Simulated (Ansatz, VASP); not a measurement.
# BN in two plane-wave programs, part 2 of 2

Aim: how closely do two programs agree when they are given the same cell, functional and k mesh? The cell is taken from a series of runs on this material, whose earlier steps may have relaxed, scaled, displaced or heated it; both programs get it as it stands.

VASP 6.6.1 and Ansatz 0.2.0.

So far: The starting structure; Ansatz: zone-centre phonons, PBE.

## (3) VASP: zone-centre phonons, PBE

Level of this step: PBE; plane waves and PAW (B, N) (VASP).

The same cell, functional and mesh now go to VASP, with its own data sets.

Lines of VASP's logs that name or quote its potential files are left out, and so is its time.

Input file INCAR:

```
SYSTEM = BN
PREC = Accurate
ENCUT = 600
EDIFF = 1E-08
NELM = 120
ISMEAR = 0
SIGMA = 0.01
LREAL = .FALSE.
ALGO = Normal
GGA = PE
NBANDS = 10
LORBIT = 11
LWAVE = .FALSE.
LCHARG = .FALSE.
ISIF = 2
IBRION = 8
LEPSILON = .TRUE.
LASPH = .TRUE.
GGA_COMPAT = .FALSE.
EFERMI = MIDGAP
KPAR = 2
```

Input file POSCAR:

```
BN
1.0
   -1.8117354644      0.0000000000      1.8117354644
    0.0000000000      1.8117354644      1.8117354644
   -1.8117354644      1.8117354644      0.0000000000
B N
1 1
Direct
    0.0000000000      0.0000000000      0.0000000000
    0.7500000000      0.7500000000      0.7500000000
```

Input file KPOINTS:

```
Automatic mesh
0
Gamma
12 12 12
0 0 0
```

PAW data sets: B and N (PBE family, release 64).

On the command line:

```sh
$ mpirun -np 2 vasp_std
```

Numbers of over 12 decimals in the logs are rounded to 6 here.

Output:

```text
[banner, memory and clock lines left out]
running    2 mpi-ranks, on    1 nodes
 distrk:  each k-point on    1 cores,    2 groups
 distr:  one band on    1 cores,    1 groups

 POSCAR found type information on POSCAR B N
 POSCAR found :  2 types and       2 ions
 LDA part: xc-table for (Slater+PW92), standard interpolation
 POSCAR, INCAR and KPOINTS ok, starting setup
 FFT: planning ... GRIDC
 FFT: planning ... GRID_SOFT
 FFT: planning ... GRID
 WAVECAR not read
 entering main loop
       N       E                     dE             d eps       ncg     rms          rms(c)
DAV:   1     0.156588016787E+02    0.15659E+02   -0.56317E+03  1480   0.899E+02
DAV:   2    -0.178097744571E+02   -0.33469E+02   -0.31979E+02  1870   0.200E+02
DAV:   3    -0.184085854921E+02   -0.59881E+00   -0.59798E+00  1702   0.224E+01
DAV:   4    -0.184094820810E+02   -0.89659E-03   -0.89654E-03  1592   0.950E-01
DAV:   5    -0.184094830109E+02   -0.92987E-06   -0.92987E-06  1652   0.316E-02    0.664E+00
DAV:   6    -0.175387358666E+02    0.87075E+00   -0.30559E+00  1786   0.115E+01    0.323E+00
DAV:   7    -0.174684410138E+02    0.70295E-01   -0.92811E-02  1582   0.274E+00    0.189E+00
DAV:   8    -0.174542811745E+02    0.14160E-01   -0.37354E-02  1630   0.152E+00    0.192E-01
DAV:   9    -0.174544919488E+02   -0.21077E-03   -0.81371E-04  1552   0.269E-01    0.775E-02
DAV:  10    -0.174545707022E+02   -0.78753E-04   -0.11465E-04  1600   0.104E-01    0.150E-02
DAV:  11    -0.174545757649E+02   -0.50627E-05   -0.87613E-06  1694   0.261E-02    0.933E-03
DAV:  12    -0.174545757985E+02   -0.33663E-07   -0.16331E-06  1646   0.981E-03    0.639E-04
DAV:  13    -0.174545757970E+02    0.15373E-08   -0.26567E-08  1604   0.171E-03
   1 F= -.17454576E+02 E0= -.17454576E+02  d E =0.000000E+00
 Linear response reoptimize wavefunctions to high precision
DAV:   1    -0.174545758147E+02   -0.17656E-07   -0.28540E-09  1584   0.489E-04
DAV:   2    -0.174545758146E+02    0.11994E-10   -0.11779E-11   882   0.411E-05
 Linear response G [H, r] |phi>, progress :
  Direction:   1
       N       E                     dE             d eps       ncg     rms
RMM:   1    -0.343491221695E+02   -0.34349E+02   -0.15943E+01  3369   0.515E+01
RMM:   2    -0.327181481554E+02    0.16310E+01   -0.79347E-01  2306   0.984E+00
RMM:   3    -0.327221369178E+02   -0.39888E-02   -0.41306E-03  2436   0.448E-01
RMM:   4    -0.327220491363E+02    0.87781E-04   -0.12225E-04  2591   0.288E-02
RMM:   5    -0.327220388531E+02    0.10283E-04   -0.72937E-06  2516   0.232E-03
RMM:   6    -0.327220381344E+02    0.71869E-06    0.32525E-08  2224   0.252E-04
RMM:   7    -0.327220381140E+02    0.20383E-07    0.22978E-07  1868   0.115E-04
RMM:   8    -0.327220380932E+02    0.20834E-07    0.43355E-07  1828   0.107E-04
RMM:   9    -0.327220380977E+02   -0.44775E-08    0.37161E-07  1833   0.107E-04
RMM:  10    -0.327220380981E+02   -0.45491E-09    0.27696E-07  1665   0.107E-04
 Linear response G [H, r] |phi>, progress :
  Direction:   2
       N       E                     dE             d eps       ncg     rms
RMM:   1    -0.367769282434E+02   -0.36777E+02   -0.22450E+01  3372   0.542E+01
RMM:   2    -0.321023001397E+02    0.46746E+01   -0.11301E+00  2307   0.113E+01
RMM:   3    -0.321057580632E+02   -0.34579E-02   -0.49816E-03  2434   0.509E-01
RMM:   4    -0.321056647445E+02    0.93319E-04   -0.12519E-04  2549   0.328E-02
RMM:   5    -0.321056546358E+02    0.10109E-04   -0.71733E-06  2511   0.260E-03
RMM:   6    -0.321056540667E+02    0.56907E-06   -0.13106E-06  2214   0.272E-04
RMM:   7    -0.321056539399E+02    0.12681E-06   -0.27271E-07  1868   0.110E-04
RMM:   8    -0.321056539859E+02   -0.46021E-07   -0.64861E-07  1780   0.101E-04
RMM:   9    -0.321056540210E+02   -0.35071E-07   -0.83510E-07  1760   0.101E-04
RMM:  10    -0.321056539941E+02    0.26860E-07   -0.58595E-07  1599   0.101E-04
 Linear response G [H, r] |phi>, progress :
  Direction:   3
       N       E                     dE             d eps       ncg     rms
RMM:   1    -0.246126836682E+02   -0.24613E+02    0.82218E+01  3126   0.546E+01
RMM:   2    -0.237710894307E+02    0.84159E+00   -0.11200E+00  2284   0.108E+01
RMM:   3    -0.237765217519E+02   -0.54323E-02   -0.57080E-03  2419   0.565E-01
RMM:   4    -0.237765344093E+02   -0.12657E-04   -0.31145E-05  2552   0.388E-02
RMM:   5    -0.237765342817E+02    0.12757E-06   -0.42085E-07  2450   0.344E-03
RMM:   6    -0.237765342761E+02    0.55889E-08   -0.94095E-09  2187   0.341E-04
 Linear response to external field (no local field effect), progress :
  Direction:   1
       N       E                     dE             d eps       ncg     rms          rms(c)
RMM:   1    -0.143464139595E+00   -0.14346E+00   -0.44581E-01  3211   0.215E+00
RMM:   2    -0.144135229269E+00   -0.67109E-03   -0.46628E-04  2331   0.207E-01
RMM:   3    -0.144136811298E+00   -0.15820E-05   -0.92742E-07  2372   0.874E-03
RMM:   4    -0.144136814543E+00   -0.32446E-08   -0.33368E-09  2316   0.491E-04
 change of polarisation eV/A/(eV/A) component  1 :     0.288    -0.122     0.042
 dielectric tensor                  component  1 :     5.386    -1.859     0.634
 Linear response to external field (no local field effect), progress :
  Direction:   2
       N       E                     dE             d eps       ncg     rms          rms(c)
[...]
RMM:   4    -0.772001586155E-01   -0.41053E-08   -0.18711E-09  2297   0.437E-04
 change of polarisation eV/A/(eV/A) component  3 :     0.042     0.032     0.154
 dielectric tensor                  component  3 :     0.634     0.490     3.349
 Linear response to external field, progress :
  Direction:   1
       N       E                     dE             d eps       ncg     rms          rms(c)
RMM:   1    -0.121154635105E+00   -0.12115E+00   -0.36928E-01 12473   0.204E+00
RMM:   2    -0.121817035373E+00   -0.66240E-03   -0.41576E-04  9054   0.194E-01    0.595E-01
RMM:   3    -0.121053153653E+00    0.76388E-03   -0.91251E-04  9196   0.234E-01    0.358E-01
RMM:   4    -0.127522792074E+00   -0.64696E-02   -0.13397E-03  9220   0.292E-01    0.454E-02
RMM:   5    -0.128434161584E+00   -0.91137E-03   -0.23141E-05  9285   0.415E-02    0.450E-03
RMM:   6    -0.128466762770E+00   -0.32601E-04   -0.14549E-07  9478   0.384E-03    0.247E-03
RMM:   7    -0.128493627765E+00   -0.26865E-04   -0.11892E-07  9304   0.353E-03    0.152E-04
RMM:   8    -0.128494212789E+00   -0.58502E-06    0.62363E-11  8286   0.108E-04    0.499E-05
RMM:   9    -0.128494226672E+00   -0.13883E-07    0.44417E-11  7712   0.102E-04    0.681E-06
 change of polarisation eV/A/(eV/A) component  1 :     0.237    -0.031    -0.028
 dielectric tensor                  component  1 :     4.613    -0.476    -0.424
 Linear response to external field, progress :
  Direction:   2
       N       E                     dE             d eps       ncg     rms          rms(c)
RMM:   1    -0.121154717774E+00   -0.12115E+00   -0.36928E-01 12473   0.204E+00
RMM:   2    -0.121817055086E+00   -0.66234E-03   -0.41355E-04  9043   0.193E-01    0.595E-01
RMM:   3    -0.121053137064E+00    0.76392E-03   -0.91171E-04  9196   0.234E-01    0.358E-01
RMM:   4    -0.127522634021E+00   -0.64695E-02   -0.13384E-03  9221   0.292E-01    0.454E-02
RMM:   5    -0.128434044390E+00   -0.91141E-03   -0.23118E-05  9286   0.415E-02    0.450E-03
RMM:   6    -0.128466636353E+00   -0.32592E-04   -0.14510E-07  9476   0.384E-03    0.247E-03
RMM:   7    -0.128493516906E+00   -0.26881E-04   -0.11905E-07  9304   0.353E-03    0.153E-04
RMM:   8    -0.128494094240E+00   -0.57733E-06   -0.18511E-11  8297   0.109E-04    0.491E-05
RMM:   9    -0.128494107082E+00   -0.12842E-07   -0.80567E-11  7712   0.102E-04    0.528E-06
 change of polarisation eV/A/(eV/A) component  2 :    -0.043     0.237     0.027
 dielectric tensor                  component  2 :    -0.650     4.613     0.413
 Linear response to external field, progress :
  Direction:   3
       N       E                     dE             d eps       ncg     rms          rms(c)
RMM:   1    -0.121154182871E+00   -0.12115E+00   -0.36928E-01 12472   0.204E+00
RMM:   2    -0.121817062307E+00   -0.66288E-03   -0.41222E-04  9042   0.193E-01    0.595E-01
RMM:   3    -0.121053168775E+00    0.76389E-03   -0.91152E-04  9196   0.234E-01    0.358E-01
RMM:   4    -0.127522777619E+00   -0.64696E-02   -0.13382E-03  9221   0.292E-01    0.454E-02
RMM:   5    -0.128434150838E+00   -0.91137E-03   -0.23116E-05  9286   0.415E-02    0.450E-03
RMM:   6    -0.128466765568E+00   -0.32615E-04   -0.14401E-07  9483   0.384E-03    0.247E-03
RMM:   7    -0.128493634466E+00   -0.26869E-04   -0.11844E-07  9304   0.353E-03    0.152E-04
RMM:   8    -0.128494218211E+00   -0.58375E-06    0.18366E-11  8284   0.108E-04    0.498E-05
RMM:   9    -0.128494231687E+00   -0.13476E-07   -0.53688E-11  7710   0.102E-04    0.667E-06
 change of polarisation eV/A/(eV/A) component  3 :    -0.044     0.026     0.237
 dielectric tensor                  component  3 :    -0.664     0.399     4.613
 Linear response DOF=           2
 Linear response progress:
  Degree of freedom:   1/  2
       N       E                     dE             d eps       ncg     rms          rms(c)
RMM:   1    -0.406069016617E-01   -0.40607E-01   -0.22052E-02 13919   0.143E+00
RMM:   2    -0.356021760722E-01    0.50047E-02   -0.48077E-05  8619   0.329E-01    0.135E-01
RMM:   3    -0.356550812302E-01   -0.52905E-04    0.13301E-04  9013   0.716E-02    0.769E-02
RMM:   4    -0.359064797330E-01   -0.25140E-03    0.93892E-05  9043   0.846E-02    0.747E-03
RMM:   5    -0.359015200147E-01    0.49597E-05    0.32404E-05  9217   0.107E-02    0.113E-03
RMM:   6    -0.358995225461E-01    0.19975E-05    0.28585E-06  9267   0.124E-03    0.451E-04
RMM:   7    -0.358965610246E-01    0.29615E-05    0.44649E-07  9322   0.761E-04    0.695E-05
RMM:   8    -0.358966327309E-01   -0.71706E-07    0.40964E-07  9401   0.752E-05    0.980E-06
RMM:   9    -0.358966021978E-01    0.30533E-07    0.28608E-07  9488   0.154E-05    0.247E-06
RMM:  10    -0.358966018500E-01    0.34783E-09    0.29223E-07  8629   0.650E-06    0.479E-07
RMM:  11    -0.358966016495E-01    0.20045E-09    0.29439E-07  6259   0.420E-06    0.809E-08
 first order change of Fermi-energy  -0.29863E+01
 force on displaced ion       1 direction 1 : -23.842   0.000   0.000
 Born effective charge ion    1 direction 1 :   1.911   0.000   0.000
 Linear response progress:
  Degree of freedom:   2/  2
       N       E                     dE             d eps       ncg     rms          rms(c)
RMM:   1    -0.231591755577E+00   -0.23159E+00    0.12942E-01 11671   0.336E+00
RMM:   2    -0.227153490014E+00    0.44383E-02   -0.27291E-03  8552   0.544E-01    0.220E-01
RMM:   3    -0.228270687485E+00   -0.11172E-02   -0.40814E-04  8300   0.157E-01    0.120E-01
RMM:   4    -0.230414958551E+00   -0.21443E-02   -0.37411E-04  8038   0.155E-01    0.245E-02
RMM:   5    -0.230481770837E+00   -0.66812E-04   -0.96492E-06  9306   0.304E-02    0.149E-03
RMM:   6    -0.230492725941E+00   -0.10955E-04   -0.72017E-07  9031   0.186E-03    0.586E-04
RMM:   7    -0.230487417948E+00    0.53080E-05   -0.64296E-09  9379   0.789E-04    0.577E-05
RMM:   8    -0.230487672716E+00   -0.25477E-06    0.25206E-07  8789   0.660E-05    0.295E-05
RMM:   9    -0.230487554099E+00    0.11862E-06    0.26916E-07  9446   0.522E-05    0.312E-06
RMM:  10    -0.230487565479E+00   -0.11380E-07    0.26600E-07  8882   0.975E-06    0.121E-06
RMM:  11    -0.230487575699E+00   -0.10220E-07    0.24685E-07  8256   0.938E-06    0.196E-07
RMM:  12    -0.230487575795E+00   -0.95942E-10    0.26741E-07  5319   0.760E-06    0.573E-08
 first order change of Fermi-energy   0.29853E+01
 force on displaced ion       2 direction 1 : -23.840   0.000   0.000
 Born effective charge ion    2 direction 1 :  -1.910   0.000   0.000
 Born effective charges drift removed
 Linear response finished
```

OUTCAR, selected parts (step 3):

```text
ion  position               nearest neighbor table
   1  0.000  0.000  0.000-   2 1.57   2 1.57   2 1.57   2 1.57
   2  0.750  0.750  0.750-   1 1.57   1 1.57   1 1.57   1 1.57

  LATTYP: Found a face centered cubic cell.
 ALAT       =     3.6234709288

 Subroutine GETGRP returns: Found 24 space group operations
 (whereof 24 operations were pure point group operations)

The static configuration has the point symmetry T_d .

 Found     72 irreducible k-points:

   k-points           NKPTS =     72   k-points in BZ     NKDIM =     72   number of bands    NBANDS=     10

   dimension x,y,z NGX =    20 NGY =   20 NGZ =   20
   dimension x,y,z NGXF=    40 NGYF=   40 NGZF=   40

   ENCUT  =  600.0 eV  44.10 Ry    6.64 a.u.   5.12  5.12  5.12*2*pi/ulx,y,z

   NELECT =       8.0000    total number of electrons

 k-points in reciprocal lattice and weights: Automatic mesh
   0.00000000  0.00000000  0.00000000       0.001
   0.08333333  0.00000000  0.00000000       0.005
   0.16666667  0.00000000  0.00000000       0.005
   0.25000000  0.00000000  0.00000000       0.005
   0.33333333  0.00000000  0.00000000       0.005
   0.41666667  0.00000000  0.00000000       0.005
   0.50000000  0.00000000  0.00000000       0.002
   0.08333333  0.08333333  0.00000000       0.003
   0.16666667  0.08333333  0.00000000       0.014
[...]
-0.33333333  0.50000000  0.16666667       0.007
  -0.25000000  0.50000000  0.25000000       0.003

 average (electrostatic) potential at core
       1 -24.5700       2 -60.4726

  Total        0.0251090      0.0251090      0.0251090     -0.0000000     -0.0000000      0.0000000
  in kB        3.3823988      3.3823988      3.3823988     -0.0000000     -0.0000000      0.0000000
  external PRESSURE =       3.3823988 kB  Pullay stress =       0.0000000 kB

  energy-cutoff  :      600.00
  volume of cell :       11.89
      direct lattice vectors                 reciprocal lattice vectors
    -1.811735464  0.000000000  1.811735464    -0.275978480 -0.275978480  0.275978480
     0.000000000  1.811735464  1.811735464     0.275978480  0.275978480  0.275978480
    -1.811735464  1.811735464  0.000000000    -0.275978480  0.275978480 -0.275978480

 POSITION                                       TOTAL-FORCE (eV/Angst)
 -----------------------------------------------------------------------------------
      0.00000      0.00000      0.00000        -0.000000     -0.000000      0.000000
     -2.71760      2.71760      2.71760         0.000000      0.000000     -0.000000
 -----------------------------------------------------------------------------------
    total drift:                                0.000000     -0.000000     -0.000000

 MACROSCOPIC STATIC DIELECTRIC TENSOR (including local field effects in DFT)
 ------------------------------------------------------
           4.613184    -0.000000    -0.000000
           0.000000     4.613184     0.000000
           0.000000     0.000000     4.613184
 ------------------------------------------------------

 PIEZOELECTRIC TENSOR (including local field effects)  for field in x, y, z        (C/m^2)
          XX          YY          ZZ          XY          YZ          ZX
  --------------------------------------------------------------------------------
  x     0.00000     0.00000     0.00000     0.00000    -1.03965    -0.00000
  y     0.00000     0.00000     0.00000     0.00000     0.00000    -1.03965
  z     0.00000     0.00000    -0.00000    -1.03965    -0.00000    -0.00000

 BORN EFFECTIVE CHARGES (including local field effects) (in |e|, cummulative output)
 ---------------------------------------------------------------------------------
 ion    1
    1     1.91081     0.00000    -0.00000
    2     0.00000     1.91081    -0.00000
    3    -0.00000    -0.00000     1.91081
 ion    2
    1    -1.91081     0.00000     0.00000
    2     0.00000    -1.91081     0.00000
    3     0.00000     0.00000    -1.91081

 Eigenvectors and eigenvalues of the dynamical matrix
 ----------------------------------------------------

   1 f  =   30.905098 THz   194.182459 2PiTHz 1030.883111 cm-1   127.813159 meV
             X         Y         Z           dx          dy          dz
      0.000000  0.000000  0.000000     0.000000    0.751200    0.000000
     -2.717603  2.717603  2.717603     0.000000   -0.660075    0.000000

   2 f  =   30.905098 THz   194.182459 2PiTHz 1030.883111 cm-1   127.813159 meV
             X         Y         Z           dx          dy          dz
      0.000000  0.000000  0.000000     0.751200    0.000000    0.000000
     -2.717603  2.717603  2.717603    -0.660075    0.000000    0.000000

   3 f  =   30.905098 THz   194.182459 2PiTHz 1030.883111 cm-1   127.813159 meV
             X         Y         Z           dx          dy          dz
      0.000000  0.000000  0.000000     0.000000    0.000000    0.751200
     -2.717603  2.717603  2.717603     0.000000    0.000000   -0.660075

   4 f/i=    0.000567 THz     0.003559 2PiTHz    0.018896 cm-1     0.002343 meV
             X         Y         Z           dx          dy          dz
      0.000000  0.000000  0.000000    -0.660075    0.000000    0.000000
     -2.717603  2.717603  2.717603    -0.751200    0.000000    0.000000

   5 f/i=    0.000567 THz     0.003559 2PiTHz    0.018896 cm-1     0.002343 meV
             X         Y         Z           dx          dy          dz
      0.000000  0.000000  0.000000     0.000000   -0.660075    0.000000
     -2.717603  2.717603  2.717603     0.000000   -0.751200    0.000000

   6 f/i=    0.000567 THz     0.003559 2PiTHz    0.018896 cm-1     0.002343 meV
             X         Y         Z           dx          dy          dz
      0.000000  0.000000  0.000000     0.000000    0.000000   -0.660075
     -2.717603  2.717603  2.717603     0.000000    0.000000   -0.751200

 MACROSCOPIC STATIC DIELECTRIC TENSOR IONIC CONTRIBUTION
 ------------------------------------------------------
           2.330068    -0.000000     0.000000
          -0.000000     2.330068    -0.000000
           0.000000    -0.000000     2.330068
 ------------------------------------------------------

 ELASTIC MODULI CONTR FROM IONIC RELAXATION (kBar)
 Direction    XX          YY          ZZ          XY          YZ          ZX
 --------------------------------------------------------------------------------
 XX          -0.0000      0.0000      0.0000     -0.0000      0.0000     -0.0000
 YY           0.0000     -0.0000      0.0000     -0.0000     -0.0000      0.0000
 ZZ           0.0000      0.0000     -0.0000      0.0000     -0.0000     -0.0000
 XY          -0.0000     -0.0000      0.0000    -10.8803     -0.0000      0.0000
 YZ           0.0000     -0.0000     -0.0000     -0.0000    -10.8803      0.0000
 ZX          -0.0000      0.0000     -0.0000      0.0000      0.0000    -10.8803
 --------------------------------------------------------------------------------

 PIEZOELECTRIC TENSOR IONIC CONTR  for field in x, y, z        (C/m^2)
          XX          YY          ZZ          XY          YZ          ZX
  --------------------------------------------------------------------------------
  x    -0.00000     0.00000     0.00000     0.00000     0.14982    -0.00000
  y     0.00000    -0.00000     0.00000    -0.00000    -0.00000     0.14982
  z     0.00000     0.00000    -0.00000     0.14982     0.00000    -0.00000
```

## (4) Side by side

Known differences besides the potentials themselves: fixed occupations in Ansatz, narrow Gaussian smearing in VASP; VASP's run holds the zone centre alone; the cutoff is 1142.88 eV in Ansatz and 600 eV in VASP. Total energies have different zeros and are not compared.

Both answers:

| quantity | Ansatz | VASP | difference |
| --- | --- | --- | --- |
| ε∞ xx | 4.55 | 4.61 | -1.37 % |
| ε∞ yy | 4.55 | 4.61 | -1.37 % |
| ε∞ zz | 4.55 | 4.61 | -1.37 % |
| Born charge of B1 (mean of the diagonal) (e) | 1.91 | 1.91 | 0.00 |
| Born charge of N2 (mean of the diagonal) (e) | -1.91 | -1.91 | 0.00 |
| optical mode 1 to 3 (cm⁻¹) | 1029.1 | 1030.9 | -0.17 % |

Modes are paired by rising frequency, not by their patterns, so a pair may set unlike modes beside each other; they are those without the splitting of longitudinal modes.

## (5) Results

* r.m.s. difference of the optical zone-centre modes, each program's sorted by frequency (zone-centre phonons, PBE): 1.7 cm⁻¹
* difference in ε∞ xx (zone-centre phonons, PBE): -1.4 %

What this shows: The r.m.s. difference of the optical zone-centre modes, each program's sorted by frequency is 1.7 cm⁻¹ (zone-centre phonons, PBE). Among the rows given in per cent, the largest difference of the zone-centre phonons, PBE pair is in ε∞ xx, -1.4 %. Such differences can come from data sets, numerical settings and the points named under the comparisons, not from the functional's error against experiment.

[Lines on the potential files, build, host, timing and source positions are cut from VASP's logs without a mark.]

[Logs are printed without paths, hosts, clocks, repeated set-up lines and the standing remarks that a program may print on its own settings, such as how far it seeks lower states.]

[Hosts, paths, dates, database ids (printed as entryN), source tags and the programs' standing remarks are cut or masked in the printed files.]
